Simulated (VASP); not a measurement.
# Sb2TeO2 (P-3m1) in VASP: density of states with PBE

Aim: the density of states of Sb2TeO2 with PBE.

All numbers are computed with VASP 6.6.1; they aren't measurements. Logs are shortened: lines on timing, memory, paths and dates and some standing lists are left out, and cuts for length are marked.

### Step 1. Starting point

Symmetry: P-3m1, No. 164, trigonal system. Conventional cell: a = 4.031 Å, b = 4.031 Å, c = 7.116 Å, α = 90.00°, β = 90.00°, γ = 120.00°. Sb (site symmetry 3m) has 4 O at 2.17 to 2.42 Å as nearest neighbours. Around Te (site symmetry -3m) lie 6 Sb at 3.17 Å and 6 O at 3.64 Å. Around O (site symmetry 3m) lie 4 Sb at 2.17 to 2.42 Å.

The cell was built by a generator and needn't be a form met in nature.

### Step 2. Density of states, PBE

File POSCAR:

```
Sb2TeO2                                 
1.0
    4.0305709114      0.0000000000      0.0000000000
   -2.0152854557      3.4905768033      0.0000000000
    0.0000000000      0.0000000000      7.1162520728
  Sb              Te              O             
     2     1     2
Direct
     0.3333333300000021    0.6666666699999979    0.3017495414583471
     0.6666666699999979    0.3333333300000021    0.6982504585416529
     1.0000000000000000    0.0000000000000000    0.0000000000000000
     0.6666666699999979    0.3333333300000021    0.3928403077200066
     0.3333333300000021    0.6666666699999979    0.6071596922799934
```

File INCAR.step1:

```
PREC = Accurate ; ENCUT = 520
EDIFF = 1E-7 ; ISMEAR = 0
SIGMA = 0.1 ; LREAL = False
LASPH = True ; NELM = 60
ALGO = Normal ; ISIF = 2
LWAVE = False ; LCHARG = True
GGA = PE ; NBANDS = 22
KPAR = 2
```

File KPOINTS.step1:

```
regular mesh
0
Gamma
  8 8 4
```

File INCAR.step2:

```
PREC = Accurate ; ENCUT = 520
EDIFF = 1E-7 ; ISMEAR = -5
SIGMA = 0.1 ; LREAL = False
LASPH = True ; NELM = 60
ALGO = Normal ; ISIF = 2
LWAVE = False ; LCHARG = False
GGA = PE ; LORBIT = 11
NBANDS = 22 ; KPAR = 2
NEDOS = 2001 ; ICHARG = 11
```

File KPOINTS.step2:

```
regular mesh
0
Gamma
  12 12 6
```

Potentials or basis: VASP PAW PBE potentials, release 64 (Sb, Te, O).

Run with:

```bash
cat potpaw_PBE.64/Sb/POTCAR potpaw_PBE.64/Te/POTCAR potpaw_PBE.64/O/POTCAR > POTCAR
cp INCAR.step1 INCAR
cp KPOINTS.step1 KPOINTS
mpirun -np 2 vasp_std > vasp.out
cp INCAR.step2 INCAR
cp KPOINTS.step2 KPOINTS
mpirun -np 2 vasp_std > vasp.out
```

OUTCAR:

```text
PREC = Accurate
   ENCUT = 520
   EDIFF = 1E-7
   ISMEAR = -5
   LREAL = False
   LASPH = True
   NELM = 60
   ISIF = 2
   GGA = PE
   LORBIT = 11
   ICHARG = 11

 ion  position               nearest neighbor table
   1  0.333  0.667  0.302-   5 2.17   4 2.42   4 2.42   4 2.42   3 3.17   3 3.17   3 3.17   2 3.66
                             2 3.66   2 3.66
   2  0.667  0.333  0.698-   4 2.17   5 2.42   5 2.42   5 2.42   3 3.17   3 3.17   3 3.17   1 3.66
                             1 3.66   1 3.66
   3  0.000  0.000  0.000-   1 3.17   2 3.17   2 3.17   1 3.17   2 3.17   1 3.17
   4  0.667  0.333  0.393-   2 2.17   1 2.42   1 2.42   1 2.42
   5  0.333  0.667  0.607-   1 2.17   2 2.42   2 2.42   2 2.42

  LATTYP: Found a hexagonal cell.
 ALAT       =     4.0305709114
 C/A-ratio  =     1.7655692529

  Lattice vectors:

 A1 = (   4.0305709114,   0.0000000000,   0.0000000000)
 A2 = (  -2.0152854557,   3.4905768033,   0.0000000000)
 A3 = (   0.0000000000,   0.0000000000,   7.1162520728)

Analysis of symmetry for initial positions (statically):
=====================================================================
 Subroutine PRICEL returns:
 Original cell was already a primitive cell.

 Routine SETGRP: Setting up the symmetry group for a
 hexagonal supercell.

 Subroutine GETGRP returns: Found 12 space group operations
 (whereof 12 operations were pure point group operations)
 out of a pool of 24 trial point group operations.

The static configuration has the point symmetry D_3d.

Analysis of symmetry for dynamics (positions and initial velocities):
=====================================================================
 Subroutine PRICEL returns:
 Original cell was already a primitive cell.

 Routine SETGRP: Setting up the symmetry group for a
 hexagonal supercell.

 Subroutine GETGRP returns: Found 12 space group operations
 (whereof 12 operations were pure point group operations)
 out of a pool of 24 trial point group operations.

The dynamic configuration has the point symmetry D_3d.

 Subroutine INISYM returns: Found 12 space group operations
 (whereof 12 operations are pure point group operations),
 and found     1 'primitive' translations

----------------------------------------------------------------------------------------

                                     Primitive cell

  volume of cell :     100.1187

  direct lattice vectors                    reciprocal lattice vectors
     4.030570911  0.000000000  0.000000000     0.248103810  0.143242801  0.000000000
    -2.015285456  3.490576803  0.000000000     0.000000000  0.286485603  0.000000000
     0.000000000  0.000000000  7.116252073     0.000000000  0.000000000  0.140523409

  length of vectors
     4.030570911  4.030570913  7.116252073     0.286485603  0.286485603  0.140523409

  position of ions in fractional coordinates (direct lattice)
     0.333333330  0.666666670  0.301749541
     0.666666670  0.333333330  0.698250459
     0.000000000  0.000000000  0.000000000
     0.666666670  0.333333330  0.392840308
     0.333333330  0.666666670  0.607159692

  ion indices of the primitive-cell ions
   primitive index   ion index
                 1           1
                 2           2
                 3           3
                 4           4
                 5           5

----------------------------------------------------------------------------------------

 KPOINTS: regular mesh

Automatic generation of k-mesh.
 Grid dimensions read from file:
 generate k-points for:   12   12    6

 Generating k-lattice:

  Cartesian coordinates                     Fractional coordinates (reciprocal lattice)
     0.020675318  0.011936900  0.000000000     0.083333333  0.000000000  0.000000000
     0.000000000  0.023873800  0.000000000     0.000000000  0.083333333  0.000000000
     0.000000000  0.000000000  0.023420568     0.000000000  0.000000000  0.166666667

  Length of vectors
     0.023873800  0.023873800  0.023420568

  Shift w.r.t. Gamma in fractional coordinates (k-lattice)
     0.000000000  0.000000000  0.000000000

 TETIRR: Found   1229 inequivalent tetrahedra from     5184

 Subroutine IBZKPT returns following result:
 ===========================================

 Found    100 irreducible k-points:

 Following reciprocal coordinates:
            Coordinates               Weight
  0.000000  0.000000  0.000000      1.000000
  0.083333  0.000000  0.000000      6.000000
  0.166667  0.000000  0.000000      6.000000
  0.250000  0.000000  0.000000      6.000000
  0.333333  0.000000  0.000000      6.000000
  0.416667  0.000000  0.000000      6.000000
[... 16 lines left out ...]
  0.166667  0.000000  0.166667      6.000000
  0.000000  0.166667  0.166667      6.000000
 [... further k-points ...]
   k-points           NKPTS =    100   k-points in BZ     NKDIM =    100   number of bands    NBANDS=     22
   number of dos      NEDOS =   2001   number of ions     NIONS =      5
   total plane-waves  NPLWV =  48600
   dimension x,y,z NGX =    30 NGY =   30 NGZ =   54
   dimension x,y,z NGXF=    60 NGYF=   60 NGZF=  108
   ions per type =               2   1   2
   NGX,Y,Z   is equivalent  to a cutoff of  12.37, 12.37, 12.62 a.u.
   NGXF,Y,Z  is equivalent  to a cutoff of  24.75, 24.75, 25.23 a.u.
 SYSTEM =  unknown system
   PREC   = accura    normal or accurate (medium, high low for compatibility)
   ISTART =      0    job   : 0-new  1-cont  2-samecut
   ICHARG =     11    charge: 1-file 2-atom 10-const
   ISPIN  =      1    spin polarized calculation?
   LNONCOLLINEAR =      F non collinear calculations
   LSORBIT =      F    spin-orbit coupling
   LASPH  =      T    aspherical Exc in radial PAW
   ENCUT  =  520.0 eV  38.22 Ry    6.18 a.u.   7.49  7.49 13.23*2*pi/ulx,y,z
   NELM   =     60;   NELMIN=  2; NELMDL=  0     # of ELM steps
   EDIFF  = 0.1E-06   stopping-criterion for ELM
   LREAL  =      F    real-space projection
   EDIFFG = 0.1E-05   stopping-criterion for IOM
   NSW    =      0    number of steps for IOM
   IBRION =     -1    ionic relax: 0-MD 1-quasi-New 2-CG
   NFREE  =      0    steps in history (QN), initial steepest desc. (CG)
   ISIF   =      2    stress and relaxation
   ISYM   =      2    0-nonsym 1-usesym 2-fastsym
   POTIM  = 0.5000    time-step for ionic-motion
   TEBEG  =    0.0;   TEEND  =   0.0 temperature during run
   PSTRESS=    0.0 pullay stress
   NELECT =      28.0000    total number of electrons
   NUPDOWN=      -1.0000    fix difference up-down
   EMIN   =  10.00;   EMAX   =-10.00  energy-range for DOS
   EFERMI =   0.00;   METHOD = LEGACY
   ISMEAR =    -5;   SIGMA  =   0.10  broadening in eV -4-tet -1-fermi 0-gaus
   EFERMI_NEDOS =   21; number of points for ismear=-14 and -15
   IALGO  =     38    algorithm
   IMIX   =      4    mixing-type and parameters
     AMIX     =   0.40;   BMIX     =  1.00
     AMIX_MAG =   1.60;   BMIX_MAG =  1.00
  volume/ion in A,a.u.               =      20.02       135.13
  Fermi-wavevector in a.u.,A,eV,Ry     =   1.070588  2.023118 15.594443  1.146159
  Thomas-Fermi vector in A             =   2.206303
   LORBIT       =     11    0 simple, 1 ext, 2 COOP (PROOUT), +10 PAW based schemes
   GGA     = PE    functional components
   LHFCALC =     F    Hartree Fock is set to
   AEXX    =    0.0000 exact exchange contribution
   IVDW    =     0    specifies the selected vdW correction
   LEPSILON=     F    determine dielectric tensor
   LRPA    =     F    only Hartree local field effects (RPA)
 non-spin polarized calculation
 Fermi weights with tetrahedron method with Bloechl corrections
  energy-cutoff  :      520.00
  volume of cell :      100.12
 maximum number of plane-waves:      2726
 NGX is ok and might be reduce to    30

 number of electron      28.0000005 magnetization

 Free energy of the ion-electron system (eV)
  ---------------------------------------------------
  ext. energy  EPLUGINS =         0.00000000
  ---------------------------------------------------
  free energy    TOTEN  =       -24.76181905 eV

  energy without entropy =      -24.76181905  energy(sigma->0) =      -24.76181905

 E-fermi :   7.2354     XC(G=0): -10.0522

 val. band max:        7.2223356585   @ k =   0.0000   0.0000   0.0000
 cond. band min:       7.4816806055   @ k =   0.2500   0.1667   0.0000
 fundamental gap:      0.2593449469
 Fermi energy:         7.2354013266

 k-point     1 :       0.0000    0.0000    0.0000
  band No.  band energies     occupation
      1     -12.3811      2.00000
      2     -10.8211      2.00000
      3      -4.7687      2.00000
      4      -2.8622      2.00000
      5       0.6364      2.00000
      6       2.1570      2.00000
[... 14 lines left out ...]
     21      13.8138      0.00000
     22      14.2936      0.00000

 k-point     2 :       0.0833    0.0000    0.0000
  band No.  band energies     occupation
      1     -12.3492      2.00000
      2     -10.8302      2.00000
      3      -4.7125      2.00000
      4      -2.8744      2.00000
      5       0.4483      2.00000
      6       2.0824      2.00000
[... 14 lines left out ...]
     21      13.7854      0.00000
     22      14.1000      0.00000

 k-point     3 :       0.1667    0.0000    0.0000
  band No.  band energies     occupation
      1     -12.2568      2.00000
      2     -10.8602      2.00000
      3      -4.5492      2.00000
      4      -2.9007      2.00000
      5      -0.0116      2.00000
      6       1.8964      2.00000
[... 14 lines left out ...]
     21      13.2297      0.00000
     22      14.3064      0.00000

 k-point     4 :       0.2500    0.0000    0.0000
  band No.  band energies     occupation
      1     -12.1146      2.00000
      2     -10.9172      2.00000
      3      -4.2988      2.00000
      4      -2.9111      2.00000
      5      -0.5885      2.00000
      6       1.6729      2.00000
[... 14 lines left out ...]
     21      12.5839      0.00000
     22      14.7999      0.00000

 k-point     5 :       0.3333    0.0000    0.0000
  band No.  band energies     occupation
      1     -11.9423      2.00000
      2     -11.0047      2.00000
      3      -4.0081      2.00000
      4      -2.8565      2.00000
      5      -1.1926      2.00000
      6       1.4748      2.00000
[... 14 lines left out ...]
     21      12.1689      0.00000
     22      15.0501      0.00000

 k-point     6 :       0.4167    0.0000    0.0000
  band No.  band energies     occupation
      1     -11.7775      2.00000
      2     -11.1078      2.00000
      3      -3.7702      2.00000
      4      -2.6648      2.00000
      5      -1.7733      2.00000
      6       1.2902      2.00000
[... 14 lines left out ...]
     21      12.2123      0.00000
     22      15.0871      0.00000

 k-point     7 :       0.5000    0.0000    0.0000
  band No.  band energies     occupation
      1     -11.6984      2.00000
      2     -11.1644      2.00000
      3      -3.6820      2.00000
      4      -2.3263      2.00000
      5      -2.2479      2.00000
      6       1.1767      2.00000
[... 324 lines left out ...]
      6       1.9818      2.00000
[... 14 lines left out ...]
     21      13.7150      0.00000
     22      14.3361      0.00000

 k-point    21 :       0.0833    0.0000    0.1667
  band No.  band energies     occupation
      1     -12.3476      2.00000
      2     -10.8322      2.00000
      3      -4.7977      2.00000
      4      -2.6233      2.00000
      5       0.2358      2.00000
      6       1.9306      2.00000
[... 14 lines left out ...]
     21      13.6132      0.00000
     22      14.1559      0.00000

 k-point    22 :       0.0000    0.0833    0.1667
  band No.  band energies     occupation
      1     -12.3476      2.00000
      2     -10.8322      2.00000
      3      -4.7963      2.00000
      4      -2.6299      2.00000
      5       0.2527      2.00000
      6       1.9059      2.00000
[... 14 lines left out ...]
     21      13.7660      0.00000
     22      13.9987      0.00000

 k-point    23 :       0.1667    0.0000    0.1667
  band No.  band energies     occupation
      1     -12.2554      2.00000
      2     -10.8617      2.00000
      3      -4.6458      2.00000
      4      -2.6335      2.00000
      5      -0.2151      2.00000
      6       1.8830      2.00000
[... 14 lines left out ...]
     21      12.9914      0.00000
     22      14.4348      0.00000

 k-point    24 :       0.0000    0.1667    0.1667
  band No.  band energies     occupation
      1     -12.2554      2.00000
      2     -10.8618      2.00000
      3      -4.6339      2.00000
      4      -2.6847      2.00000
      5      -0.1186      2.00000
      6       1.7879      2.00000
[... 14 lines left out ...]
     21      13.4614      0.00000
     22      14.0778      0.00000

 [... further k-points ...]
[... 5 lines left out ...]
  --------------------------------------------------------------------------------------
  -------------------------------------------------------------------------------------
  Total       -0.0220339     -0.0220339      0.0667566      0.0000000      0.0000000      0.0000000
  in kB       -0.3526030     -0.3526030      1.0682906      0.0000000      0.0000000      0.0000000
  external PRESSURE =       0.1210282 kB  Pullay stress =       0.0000000 kB

 VOLUME and BASIS-vectors are now :
 -----------------------------------------------------------------------------
  energy-cutoff  :      520.00
  volume of cell :      100.12
      direct lattice vectors                 reciprocal lattice vectors
     4.030570911  0.000000000  0.000000000     0.248103810  0.143242801  0.000000000
    -2.015285456  3.490576803  0.000000000     0.000000000  0.286485603  0.000000000
     0.000000000  0.000000000  7.116252073     0.000000000  0.000000000  0.140523409

 POSITION                                       TOTAL-FORCE (eV/Angst)
 -----------------------------------------------------------------------------------
     -0.00000      2.32705      2.14733         0.000000      0.000000     -0.001753
      2.01529      1.16353      4.96893         0.000000     -0.000000      0.001753
      0.00000      0.00000      0.00000         0.000000      0.000000      0.000000
      2.01529      1.16353      2.79555         0.000000      0.000000     -0.000136
     -0.00000      2.32705      4.32070        -0.000000     -0.000000      0.000136
 -----------------------------------------------------------------------------------
    total drift:                               -0.000000      0.000000     -0.000000

  FREE ENERGIE OF THE ION-ELECTRON SYSTEM (eV)
  ---------------------------------------------------
  free  energy   TOTEN  =       -24.7618190494 eV

  energy  without entropy=      -24.7618190494  energy(sigma->0) =      -24.76181905

 total charge

# of ion       s       p       d       tot
------------------------------------------
    1        1.333   0.778   0.078   2.188
    2        1.333   0.778   0.078   2.188
    3        1.375   1.990   0.029   3.394
    4        1.589   3.348   0.000   4.938
    5        1.589   3.348   0.000   4.938
--------------------------------------------------
tot          7.219  10.241   0.185  17.646
```

Wall time 74 s (2 MPI ranks of Intel Xeon Platinum 8559C (Emerald Rapids), shared host); peak memory 0.35 GiB.

Results:

```yaml
Valence_electrons_inside_the_program's_atomic_spheres: Sb 2.19; Te 3.39; O 4.94
```

States per cell in windows of 1 eV (zero at the valence-band top; states under -8 eV left out):
```
from (eV)  total  O4_p  O5_p  Te3_p  Sb1_p  Sb2_p  Sb1_s
     -8.0   0.31  0.01  0.01   0.00   0.00   0.00   0.06
     -7.0   1.01  0.18  0.18   0.02   0.06   0.06   0.01
     -6.0   3.24  0.61  0.61   0.12   0.19   0.19   0.02
     -5.0   3.14  0.63  0.63   0.13   0.18   0.18   0.02
     -4.0   2.96  0.68  0.68   0.13   0.14   0.14   0.03
     -3.0   2.82  0.60  0.60   0.33   0.05   0.05   0.04
     -2.0   3.14  0.30  0.30   0.75   0.07   0.07   0.13
     -1.0   1.70  0.14  0.14   0.46   0.04   0.04   0.09
      0.0   0.88  0.04  0.04   0.05   0.12   0.12   0.01
      1.0   1.87  0.13  0.13   0.08   0.27   0.27   0.01
      2.0   3.36  0.29  0.29   0.11   0.49   0.49   0.04
      3.0   2.15  0.14  0.14   0.24   0.32   0.32   0.01
      4.0   3.40  0.20  0.20   0.39   0.48   0.48   0.01
      5.0   1.68  0.09  0.09   0.08   0.17   0.17   0.00
      6.0   1.35  0.03  0.03   0.04   0.05   0.05   0.01
      7.0   1.31  0.03  0.03   0.06   0.07   0.07   0.00
```

Spin-orbit coupling is left out, which matters for the levels of Sb, Te.
